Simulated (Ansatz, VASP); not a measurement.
# Cross-check of WS2 between VASP and Ansatz, part 2 of 2

One calculation is typed for both programs; each brings its own data sets. How far apart do they land? The cell is taken from a series of runs on this material, whose earlier steps may have relaxed, scaled, displaced or heated it; both programs get it as it stands.

VASP 6.6.1 and Ansatz 0.2.0.

So far: Set-up; Ansatz: zone-centre phonons, PBEsol.

## 3. VASP: zone-centre phonons, PBEsol

Level of this step: PBEsol, no spin polarisation; plane waves and PAW (W, S) (VASP).

The same cell, functional and mesh now go to VASP, with its own data sets.

Lines of VASP's logs that name or quote its potential files are left out, and so is its time.

INCAR reads:

```
SYSTEM = WS2
PREC = Accurate
ENCUT = 600
EDIFF = 1E-08
NELM = 120
ISMEAR = 0
SIGMA = 0.01
LREAL = .FALSE.
ALGO = Normal
GGA = PS
NBANDS = 15
LASPH = .TRUE.
LORBIT = 11
LWAVE = .FALSE.
LCHARG = .FALSE.
ISIF = 2
IBRION = 8
GGA_COMPAT = .FALSE.
EFERMI = MIDGAP
KPAR = 2
```

POSCAR reads:

```
WS2
1.0
    3.1457908894      0.0000000000      0.0000000000
   -1.5728954447      2.7243348253      0.0000000000
    0.0000000000      0.0000000000     16.6999503027
W S
1 2
Direct
    0.0000000000      0.0000000000      0.0000000000
    0.3333333333      0.6666666667      0.9061735898
    0.3333333333      0.6666666667      0.0938264102
```

KPOINTS reads:

```
Automatic mesh
0
Gamma
12 12 2
0 0 0
```

Potentials, in the order of the species: W and S (PBE family, release 64).

Run with:

```console
mpirun -np 2 vasp_std
```

Numbers of over 12 decimals in the logs are rounded to 6 here.

What it wrote:

```text
[banner, memory and clock lines left out]
running    2 mpi-ranks, on    1 nodes
 distrk:  each k-point on    1 cores,    2 groups
 distr:  one band on    1 cores,    1 groups

 POSCAR found type information on POSCAR W S
 POSCAR found :  2 types and       3 ions
|                                                                             |
|               ----> ADVICE to this user running VASP <----                  |
|                                                                             |
|     You enforced a specific xc type in the INCAR file but a different       |
|     [... a line on the potential file left out ...]
|     I HOPE YOU KNOW WHAT YOU ARE DOING!                                     |
|                                                                             |

 LDA part: xc-table for (Slater+PW92), standard interpolation
 POSCAR, INCAR and KPOINTS ok, starting setup
 FFT: planning ... GRIDC
 FFT: planning ... GRID_SOFT
 FFT: planning ... GRID
 WAVECAR not read
 entering main loop
       N       E                     dE             d eps       ncg     rms          rms(c)
DAV:   1     0.119825965645E+03    0.11983E+03   -0.70736E+03  1140   0.103E+03
DAV:   2    -0.142103421640E+02   -0.13404E+03   -0.12418E+03  1742   0.203E+02
DAV:   3    -0.264166591818E+02   -0.12206E+02   -0.12080E+02  1611   0.662E+01
DAV:   4    -0.266510956248E+02   -0.23444E+00   -0.23392E+00  1442   0.108E+01
DAV:   5    -0.266581979876E+02   -0.71024E-02   -0.71012E-02  1613   0.179E+00    0.291E+01
DAV:   6    -0.255337910124E+02    0.11244E+01   -0.29088E+00  1717   0.124E+01    0.127E+01
DAV:   7    -0.253815426878E+02    0.15225E+00   -0.10223E+00  1420   0.795E+00    0.597E+00
DAV:   8    -0.253135089999E+02    0.68034E-01   -0.14894E-01  1490   0.338E+00    0.938E-01
DAV:   9    -0.253118886620E+02    0.16203E-02   -0.26269E-02  1609   0.112E+00    0.472E-01
DAV:  10    -0.253102195669E+02    0.16691E-02   -0.75502E-03  1483   0.610E-01    0.204E-01
DAV:  11    -0.253101760214E+02    0.43545E-04   -0.60769E-04  1483   0.201E-01    0.704E-02
DAV:  12    -0.253099415086E+02    0.23451E-03   -0.29975E-04  1497   0.109E-01    0.440E-02
DAV:  13    -0.253098981025E+02    0.43406E-04   -0.60411E-05  1546   0.443E-02    0.236E-02
DAV:  14    -0.253099930607E+02   -0.94958E-04   -0.36250E-05  1301   0.317E-02    0.328E-02
DAV:  15    -0.253100111760E+02   -0.18115E-04   -0.84192E-06  1511   0.173E-02    0.652E-03
DAV:  16    -0.253100672229E+02   -0.56047E-04   -0.12877E-05  1490   0.139E-02    0.103E-02
DAV:  17    -0.253100846104E+02   -0.17388E-04   -0.71337E-07  1610   0.523E-03    0.281E-03
DAV:  18    -0.253101327543E+02   -0.48144E-04   -0.40133E-06  1301   0.633E-03    0.102E-03
DAV:  19    -0.253101390813E+02   -0.63270E-05   -0.21382E-07  1506   0.195E-03    0.106E-03
DAV:  20    -0.253101468210E+02   -0.77398E-05   -0.66769E-07  1259   0.212E-03    0.561E-04
DAV:  21    -0.253101472455E+02   -0.42450E-06   -0.14910E-08  1346   0.523E-04    0.289E-04
DAV:  22    -0.253101474455E+02   -0.19996E-06   -0.52774E-09  1054   0.228E-04    0.855E-05
DAV:  23    -0.253101474776E+02   -0.32146E-07   -0.80102E-10  1158   0.993E-05    0.274E-05
DAV:  24    -0.253101474815E+02   -0.38299E-08   -0.14727E-10  1116   0.677E-05
   1 F= -.25310147E+02 E0= -.25310147E+02  d E =0.000000E+00
 Linear response reoptimize wavefunctions to high precision
DAV:   1    -0.253101474835E+02   -0.20564E-08   -0.57599E-11  1088   0.315E-05
DAV:   2    -0.253101474836E+02   -0.93678E-10    0.21369E-12  1214   0.136E-05
 Linear response DOF=           4
 Linear response progress:
  Degree of freedom:   1/  4
       N       E                     dE             d eps       ncg     rms          rms(c)
RMM:   1    -0.113829003745E+00   -0.11383E+00   -0.10498E-01  8478   0.180E+00
RMM:   2    -0.108838524059E+00    0.49905E-02   -0.34575E-03  7031   0.372E-01    0.191E-01
RMM:   3    -0.108213579638E+00    0.62494E-03   -0.35492E-04  7049   0.104E-01    0.113E-01
RMM:   4    -0.108001370248E+00    0.21221E-03   -0.41585E-04  6907   0.122E-01    0.153E-02
RMM:   5    -0.108040647467E+00   -0.39277E-04   -0.71075E-06  7804   0.171E-02    0.361E-03
RMM:   6    -0.108048385086E+00   -0.77376E-05   -0.34583E-07  7677   0.315E-03    0.610E-04
RMM:   7    -0.108046323979E+00    0.20611E-05    0.36256E-08  8080   0.776E-04    0.193E-04
RMM:   8    -0.108045199990E+00    0.11240E-05   -0.47094E-08  7994   0.261E-04    0.552E-05
RMM:   9    -0.108045112651E+00    0.87340E-07   -0.10319E-07  8313   0.868E-05    0.286E-05
RMM:  10    -0.108045147004E+00   -0.34353E-07   -0.61279E-08  7995   0.591E-05    0.377E-06
RMM:  11    -0.108045164762E+00   -0.17758E-07   -0.20055E-08  8577   0.330E-05    0.206E-06
RMM:  12    -0.108045170230E+00   -0.54687E-08   -0.32448E-09  7936   0.291E-05    0.503E-07
 first order change of Fermi-energy  -0.16852E-03
 force on displaced ion       1 direction 1 : -22.386  -0.001   0.000
 Linear response progress:
  Degree of freedom:   2/  4
       N       E                     dE             d eps       ncg     rms          rms(c)
RMM:   1    -0.169102837645E+00   -0.16910E+00   -0.17345E-01  2563   0.203E+00
RMM:   2    -0.149573074791E+00    0.19530E-01   -0.66212E-03  1839   0.565E-01    0.202E-01
RMM:   3    -0.148787156897E+00    0.78592E-03   -0.60267E-04  1883   0.146E-01    0.120E-01
RMM:   4    -0.148633684278E+00    0.15347E-03   -0.37921E-04  1854   0.112E-01    0.457E-02
RMM:   5    -0.148736237089E+00   -0.10255E-03   -0.34669E-05  1947   0.357E-02    0.168E-02
RMM:   6    -0.148788980253E+00   -0.52743E-04   -0.96000E-06  1888   0.168E-02    0.381E-03
RMM:   7    -0.148776989994E+00    0.11990E-04   -0.96630E-08  2007   0.285E-03    0.165E-03
RMM:   8    -0.148777492219E+00   -0.50222E-06   -0.21968E-08  1932   0.111E-03    0.524E-04
RMM:   9    -0.148777876362E+00   -0.38414E-06   -0.16899E-08  2045   0.281E-04    0.177E-04
RMM:  10    -0.148777662778E+00    0.21358E-06   -0.62256E-08  1959   0.340E-04    0.729E-05
RMM:  11    -0.148777601334E+00    0.61444E-07   -0.13260E-07  2151   0.240E-04    0.106E-04
RMM:  12    -0.148777706710E+00   -0.10538E-06   -0.15385E-07  2182   0.153E-04    0.318E-05
RMM:  13    -0.148777802634E+00   -0.95924E-07   -0.14422E-08  2220   0.133E-04    0.601E-05
RMM:  14    -0.148777808956E+00   -0.63220E-08   -0.51550E-08  2135   0.579E-05    0.107E-05
 first order change of Fermi-energy  -0.96631E-05
 force on displaced ion       1 direction 3 :   0.000  -0.000 -33.862
 Linear response progress:
  Degree of freedom:   3/  4
       N       E                     dE             d eps       ncg     rms          rms(c)
RMM:   1    -0.934808698996E-01   -0.93481E-01    0.52539E-03 10643   0.208E+00
RMM:   2    -0.921986455867E-01    0.12822E-02   -0.22784E-03  7205   0.382E-01    0.129E-01
RMM:   3    -0.924058589094E-01   -0.20721E-03   -0.11418E-04  7356   0.686E-02    0.750E-02
RMM:   4    -0.926953157210E-01   -0.28946E-03   -0.72472E-05  7554   0.456E-02    0.138E-02
RMM:   5    -0.926355576100E-01    0.59758E-04   -0.33824E-06  7965   0.110E-02    0.501E-03
RMM:   6    -0.926141993213E-01    0.21358E-04   -0.32172E-07  8062   0.319E-03    0.237E-03
RMM:   7    -0.926236151269E-01   -0.94158E-05    0.92340E-09  7894   0.133E-03    0.551E-04
RMM:   8    -0.926225226286E-01    0.10925E-05    0.49441E-07  8251   0.352E-04    0.151E-04
RMM:   9    -0.926219691501E-01    0.55348E-06   -0.13326E-08  8296   0.146E-04    0.785E-05
RMM:  10    -0.926219332723E-01    0.35878E-07   -0.88242E-09  8436   0.912E-05    0.527E-06
RMM:  11    -0.926219521437E-01   -0.18871E-07    0.12117E-08  8780   0.744E-05    0.297E-06
RMM:  12    -0.926219472163E-01    0.49274E-08    0.78238E-08  8217   0.714E-05    0.640E-07
 first order change of Fermi-energy   0.79498E-04
 force on displaced ion       2 direction 1 : -10.806   0.000  -0.000
 Linear response progress:
  Degree of freedom:   4/  4
       N       E                     dE             d eps       ncg     rms          rms(c)
RMM:   1    -0.157435149236E+00   -0.15744E+00    0.17924E-02  2656   0.217E+00
RMM:   2    -0.153886921774E+00    0.35482E-02   -0.32802E-03  1839   0.433E-01    0.365E-01
RMM:   3    -0.153789095960E+00    0.97826E-04   -0.42692E-04  1909   0.128E-01    0.265E-01
RMM:   4    -0.153925591588E+00   -0.13650E-03   -0.25250E-04  1933   0.766E-02    0.509E-02
RMM:   5    -0.153927103004E+00   -0.15114E-05   -0.83119E-05  1897   0.471E-02    0.170E-02
RMM:   6    -0.153921368275E+00    0.57347E-05   -0.36465E-06  1962   0.119E-02    0.443E-03
RMM:   7    -0.153920680106E+00    0.68817E-06   -0.27301E-07  2021   0.291E-03    0.240E-03
RMM:   8    -0.153923810205E+00   -0.31301E-05   -0.31905E-08  2033   0.729E-04    0.138E-03
RMM:   9    -0.153931172042E+00   -0.73618E-05   -0.56699E-08  1952   0.100E-03    0.526E-04
RMM:  10    -0.153933005502E+00   -0.18335E-05   -0.30032E-08  2071   0.404E-04    0.529E-04
RMM:  11    -0.153935822302E+00   -0.28168E-05   -0.16417E-07  2158   0.635E-04    0.108E-04
RMM:  12    -0.153937043936E+00   -0.12216E-05   -0.30876E-07  2170   0.286E-04    0.745E-05
RMM:  13    -0.153937516199E+00   -0.47226E-06   -0.64997E-07  2204   0.233E-04    0.669E-05
RMM:  14    -0.153937374326E+00    0.14187E-06   -0.44084E-07  2250   0.188E-04    0.492E-05
RMM:  15    -0.153937513497E+00   -0.13917E-06   -0.43244E-07  2258   0.144E-04    0.196E-05
RMM:  16    -0.153937483412E+00    0.30085E-07   -0.37017E-07  2240   0.115E-04    0.563E-06
RMM:  17    -0.153937481741E+00    0.16715E-08   -0.41708E-07  2142   0.691E-05    0.454E-06
RMM:  18    -0.153937500476E+00   -0.18736E-07   -0.31500E-07  2209   0.676E-05    0.118E-06
RMM:  19    -0.153937509059E+00   -0.85828E-08   -0.31251E-07  2052   0.608E-05    0.103E-06
RMM:  20    -0.153937507110E+00    0.19490E-08   -0.27558E-07  1968   0.601E-05    0.765E-07
RMM:  21    -0.153937505682E+00    0.14279E-08   -0.27295E-07  1751   0.580E-05    0.317E-07
RMM:  22    -0.153937505451E+00    0.23097E-09   -0.28412E-07  1678   0.577E-05    0.135E-07
RMM:  23    -0.153937505745E+00   -0.29368E-09   -0.28388E-07  1706   0.576E-05    0.107E-07
RMM:  24    -0.153937506287E+00   -0.54245E-09   -0.28285E-07  1652   0.575E-05    0.407E-08
 first order change of Fermi-energy  -0.13944E+01
 force on displaced ion       2 direction 3 :  -0.000   0.000 -18.896
 Linear response finished
```

OUTCAR, selected parts (step 3):

```text
ion  position               nearest neighbor table
   1  0.000  0.000  0.000-   2 2.40   3 2.40   2 2.40   3 2.40   2 2.40   3 2.40
   2  0.333  0.667  0.906-   1 2.40   1 2.40   1 2.40
   3  0.333  0.667  0.094-   1 2.40   1 2.40   1 2.40

  LATTYP: Found a hexagonal cell.
 ALAT       =     3.1457908894
 C/A-ratio  =     5.3086650988

 Subroutine GETGRP returns: Found 12 space group operations
 (whereof 12 operations were pure point group operations)

The static configuration has the point symmetry D_3h.

 Found     38 irreducible k-points:

   k-points           NKPTS =     38   k-points in BZ     NKDIM =     38   number of bands    NBANDS=     15

   dimension x,y,z NGX =    28 NGY =   28 NGZ =  140
   dimension x,y,z NGXF=    56 NGYF=   56 NGZF=  280

   ENCUT  =  600.0 eV  44.10 Ry    6.64 a.u.   6.28  6.28 33.35*2*pi/ulx,y,z

   NELECT =      18.0000    total number of electrons

 k-points in reciprocal lattice and weights: Automatic mesh
   0.00000000  0.00000000  0.00000000       0.003
   0.08333333  0.00000000  0.00000000       0.021
   0.16666667  0.00000000  0.00000000       0.021
   0.25000000 -0.00000000  0.00000000       0.021
   0.33333333  0.00000000  0.00000000       0.021
   0.41666667 -0.00000000  0.00000000       0.021
   0.50000000 -0.00000000  0.00000000       0.010
   0.08333333  0.08333333  0.00000000       0.021
   0.16666667  0.08333333  0.00000000       0.042
[...]
0.33333333  0.25000000  0.50000000       0.042
   0.33333333  0.33333333  0.50000000       0.007

 average (electrostatic) potential at core
       1 -46.7614       2 -92.9074       3 -92.9074

  Total       -0.1401450     -0.1401450     -0.0764534      0.0000000      0.0000000      0.0000000
  in kB       -1.5688551     -1.5688551     -0.8558586      0.0000000      0.0000000      0.0000000
  external PRESSURE =      -1.3311896 kB  Pullay stress =       0.0000000 kB

  energy-cutoff  :      600.00
  volume of cell :      143.12
      direct lattice vectors                 reciprocal lattice vectors
     3.145790889  0.000000000  0.000000000     0.317885084  0.183531039  0.000000000
    -1.572895445  2.724334825  0.000000000     0.000000000  0.367062077  0.000000000
     0.000000000  0.000000000 16.699950303     0.000000000  0.000000000  0.059880418

 POSITION                                       TOTAL-FORCE (eV/Angst)
 -----------------------------------------------------------------------------------
      0.00000      0.00000      0.00000        -0.000000      0.000000      0.000000
     -0.00000      1.81622     15.13305         0.000000     -0.000000      0.021628
     -0.00000      1.81622      1.56690         0.000000     -0.000000     -0.021628
 -----------------------------------------------------------------------------------
    total drift:                                0.000000     -0.000000     -0.000000

 Eigenvectors and eigenvalues of the dynamical matrix
 ----------------------------------------------------

   1 f  =   13.193941 THz    82.899974 2PiTHz  440.102489 cm-1    54.565730 meV
             X         Y         Z           dx          dy          dz
      0.000000  0.000000  0.000000    -0.000000   -0.000000    0.508510
     -0.000000  1.816223 15.133054    -0.000000    0.000000   -0.608859
     -0.000000  1.816223  1.566896     0.000000    0.000000   -0.608859

   2 f  =   12.608368 THz    79.220712 2PiTHz  420.569881 cm-1    52.143996 meV
             X         Y         Z           dx          dy          dz
      0.000000  0.000000  0.000000    -0.000000    0.000000   -0.000000
     -0.000000  1.816223 15.133054    -0.000000   -0.000000   -0.707107
     -0.000000  1.816223  1.566896    -0.000000    0.000000    0.707107

   3 f  =   10.726512 THz    67.396663 2PiTHz  357.797928 cm-1    44.361269 meV
             X         Y         Z           dx          dy          dz
      0.000000  0.000000  0.000000    -0.000000    0.508565   -0.000000
     -0.000000  1.816223 15.133054     0.000000   -0.608836   -0.000000
     -0.000000  1.816223  1.566896     0.000000   -0.608836    0.000000

   4 f  =   10.726512 THz    67.396663 2PiTHz  357.797928 cm-1    44.361269 meV
             X         Y         Z           dx          dy          dz
      0.000000  0.000000  0.000000    -0.508565   -0.000000   -0.000000
     -0.000000  1.816223 15.133054     0.608836    0.000000    0.000000
     -0.000000  1.816223  1.566896     0.608836    0.000000    0.000000

   5 f  =    8.912324 THz    55.997783 2PiTHz  297.283130 cm-1    36.858394 meV
             X         Y         Z           dx          dy          dz
      0.000000  0.000000  0.000000     0.000000    0.000000   -0.000000
     -0.000000  1.816223 15.133054     0.000002    0.707107   -0.000000
     -0.000000  1.816223  1.566896    -0.000002   -0.707107    0.000000

   6 f  =    8.912324 THz    55.997783 2PiTHz  297.283130 cm-1    36.858394 meV
             X         Y         Z           dx          dy          dz
      0.000000  0.000000  0.000000     0.000000    0.000000    0.000000
     -0.000000  1.816223 15.133054     0.707107   -0.000002   -0.000000
     -0.000000  1.816223  1.566896    -0.707107    0.000002    0.000000

   7 f/i=    0.000280 THz     0.001761 2PiTHz    0.009347 cm-1     0.001159 meV
             X         Y         Z           dx          dy          dz
      0.000000  0.000000  0.000000    -0.848837    0.144350    0.000000
     -0.000000  1.816223 15.133054    -0.354520    0.060289   -0.000000
     -0.000000  1.816223  1.566896    -0.354520    0.060289    0.000000

   8 f/i=    0.000280 THz     0.001761 2PiTHz    0.009347 cm-1     0.001159 meV
             X         Y         Z           dx          dy          dz
      0.000000  0.000000  0.000000     0.144350    0.848837    0.000000
     -0.000000  1.816223 15.133054     0.060289    0.354520    0.000000
     -0.000000  1.816223  1.566896     0.060289    0.354520    0.000000

   9 f/i=    0.000503 THz     0.003160 2PiTHz    0.016776 cm-1     0.002080 meV
             X         Y         Z           dx          dy          dz
      0.000000  0.000000  0.000000    -0.000000    0.000000   -0.861056
     -0.000000  1.816223 15.133054    -0.000000   -0.000000   -0.359571
     -0.000000  1.816223  1.566896    -0.000000    0.000000   -0.359571

 ELASTIC MODULI CONTR FROM IONIC RELAXATION (kBar)
 Direction    XX          YY          ZZ          XY          YZ          ZX
 --------------------------------------------------------------------------------
 XX        -186.6089   -138.2358   -431.5748     -0.0000     -0.0000      0.0000
 YY        -138.2358   -186.6089   -431.5748      0.0000     -0.0000      0.0000
 ZZ        -431.5748   -431.5748  -1146.7439      0.0000     -0.0000      0.0000
 XY          -0.0000      0.0000      0.0000    -24.1866     -0.0000     -0.0000
 YZ          -0.0000     -0.0000     -0.0000     -0.0000   -595.5790      0.0000
 ZX           0.0000      0.0000      0.0000     -0.0000      0.0000   -504.4820
 --------------------------------------------------------------------------------
```

This run has no spin polarisation, so a moment on W, if there is one, isn't seen. The data set W keeps the semicore shell frozen, which is cheaper and a little less accurate.

## 4. Comparison

Known differences besides the potentials themselves: fixed occupations in Ansatz, narrow Gaussian smearing in VASP; VASP's run holds the zone centre alone; the data sets hold 26 valence electrons in Ansatz (on its PAW soft_1 files) and 18 in VASP; the cutoff is 420 eV in Ansatz and 600 eV in VASP; Ansatz makes its cores anew for this functional, VASP keeps those of its PBE data sets. Total energies have different zeros and are not compared.

Compared:

| quantity | Ansatz | VASP | difference |
| --- | --- | --- | --- |
| optical mode 1 to 2 (cm⁻¹) | 295.3 | 297.3 | -0.66 % |
| optical mode 3 to 4 (cm⁻¹) | 355.6 | 357.8 | -0.62 % |
| optical mode 5 (cm⁻¹) | 416.2 | 420.6 | -1.04 % |
| optical mode 6 (cm⁻¹) | 437.9 | 440.1 | -0.51 % |

Modes are paired by rising frequency, not by their patterns, so a pair may set unlike modes beside each other; they are those without the splitting of longitudinal modes.

## 5. Results

* r.m.s. difference of the optical zone-centre modes, each program's sorted by frequency (zone-centre phonons, PBEsol): 2.6 cm⁻¹
* difference in optical mode 5 (zone-centre phonons, PBEsol): -1.0 %

What this shows: The r.m.s. difference of the optical zone-centre modes, each program's sorted by frequency is 2.6 cm⁻¹ (zone-centre phonons, PBEsol). The data sets hold unlike numbers of valence electrons (26 in Ansatz and 18 in VASP), so part of the differences comes from the potentials. Among the rows given in per cent, the largest difference of the zone-centre phonons, PBEsol pair is in optical mode 5, -1.0 %. Such differences can come from data sets, numerical settings and the points named under the comparisons, not from the functional's error against experiment.

[Lines on the potential files, build, host, timing and source positions are cut from VASP's logs without a mark.]

[Logs are printed without paths, hosts, clocks, repeated set-up lines and the standing remarks that a program may print on its own settings, such as how far it seeks lower states.]

[Hosts, paths, dates, database ids (printed as entryN), source tags and the programs' standing remarks are cut or masked in the printed files.]
